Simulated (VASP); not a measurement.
Set up this calculation in VASP 6.6.1, as the native input.

```yaml
Task: relaxation of cell and atoms
Functional: PBEsol
Potentials_or_basis: VASP PAW PBE potentials, release 64 (Mo)
Cutoff: 580 eV
k_mesh: 18 × 18 × 18
Occupations: gaussian, width 0.1 eV
Spin: no spin polarisation
Further_INCAR_settings: ALGO = Fast; EDIFF = 1e-07; IBRION = 2; EDIFFG = -0.005; NSW = 90; ISIF = 3
```

The structure of Mo lies in POSCAR:

```
Mo
1.0
   -1.5838089700      1.5838089700      1.5838089700
    1.5838089700     -1.5838089700      1.5838089700
    1.5838089700      1.5838089700     -1.5838089700
Mo
1
Direct
    0.0000000000      0.0000000000      0.0000000000
```

These files were run (other wordings do the same):

INCAR

```
PREC = Accurate
ENCUT = 580
EDIFF = 1E-7
ISMEAR = 0
SIGMA = 0.1
LREAL = F
LASPH = T
NELM = 80
ALGO = Fast
ISIF = 3
LWAVE = F
LCHARG = F
GGA = PS
IBRION = 2
NSW = 90
EDIFFG = -0.005
```

KPOINTS

```
regular mesh
0
Gamma
  18 18 18
```

Potentials or basis: VASP PAW PBE potentials, release 64 (Mo).

Run with:

```bash
$ cat potpaw_PBE.64/Mo/POTCAR > POTCAR
$ mpirun -np 1 vasp_std > vasp.out
```

Results of the run:

```json
{
  "Relaxed volume": "15.20 Å³/atom",
  "Relaxed cell": "a = 2.703 Å, b = 2.703 Å, c = 2.703 Å, α = 109.47°, β = 109.47°, γ = 109.47°",
  "Space group after relaxing (to 0.05 Å)": "Im-3m (No. 229)",
  "Energy gained by relaxing": "26.4 meV/atom",
  "Ionic steps": "7",
  "Pressure after relaxing": "0.0 GPa",
  "Band gap on the k mesh": "none (metal or under the smearing width)"
}
```

Caveat: the PAW data sets were made with another functional, which shifts forces and pressure a little.

It took 56 s on 1 thread of Intel(R) Xeon(R) Platinum 8488C (Sapphire Rapids) (shared host), peak memory 0.17 GiB.
